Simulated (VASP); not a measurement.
Calculation: PBEsol GGA, VASP's PBE PAW potentials (set 64) (plane waves; VASP).

A VASP calculation is set up with these files.

**KPOINTS**
```
K-points
0
Gamma
10 10 9
```

File POSCAR:
```
ZrSi2
1
    1.8343129830    -7.2813588775    -0.0000000000
    1.8343129830     7.2813588775     0.0000000000
    0.0000000000     0.0000000000     3.6658671734
Zr Si
2 4
Direct
  0.6046436109   0.3953563891   0.2500000000
  0.3953563891   0.6046436109   0.7500000000
  0.9459932680   0.0540067320   0.2500000000
  0.0540067320   0.9459932680   0.7500000000
  0.2500872018   0.7499127982   0.2500000000
  0.7499127982   0.2500872018   0.7500000000
```

INCAR:
```
# general
SYSTEM  = ZrSi2
PREC    = Accurate
ENCUT   = 400   # plane-wave cut-off (eV)
LREAL   = .FALSE.   # projection in real space or not
LASPH   = .TRUE.   # aspherical one-centre terms

# electronic loop
EDIFF   = 1E-7   # SCF stop (eV)
NELM    = 100   # most electronic steps
ALGO    = Normal   # blocked Davidson
LMAXMIX = 4

# smearing
ISMEAR  = -5   # tetrahedra, Bloechl

# functional
GGA     = PS

# ions
ISIF    = 2

# output
LWAVE   = .FALSE.
LCHARG  = .TRUE.
LORBIT  = 11   # lm-projected
NEDOS   = 601

# other
LEFG    = .TRUE.
```

POTCAR, in this order: Zr_sv Si (PBE.64 set). Program: vasp_std.

Question: Estimate the energy per atom (σ→0), band gap (on the k-mesh).

Answer: 
energy per atom (σ→0): -7.618 eV/atom
band gap (on the k-mesh): none (metal, semimetal or under 0.01 eV)

OSZICAR:
```
...
DAV:  10    -0.457049923347E+02    0.11164E-03   -0.71826E-04  9912   0.168E-01    0.870E-02
DAV:  11    -0.457050427433E+02   -0.50409E-04   -0.18843E-04 10096   0.103E-01    0.213E-02
DAV:  12    -0.457050369319E+02    0.58114E-05   -0.95965E-06  9664   0.284E-02    0.695E-03
DAV:  13    -0.457050349003E+02    0.20316E-05   -0.11431E-06 10488   0.713E-03    0.139E-03
DAV:  14    -0.457050347908E+02    0.10954E-06   -0.11646E-07  7024   0.257E-03    0.577E-04
DAV:  15    -0.457050343605E+02    0.43030E-06   -0.18637E-08  6576   0.112E-03    0.870E-05
DAV:  16    -0.457050343823E+02   -0.21857E-07   -0.36839E-09  6160   0.404E-04
   1 F= -.45705034E+02 E0= -.45705034E+02  d E =0.000000E+00
```

The compound is ZrSi2 in the sg63 structure. It was relaxed first.
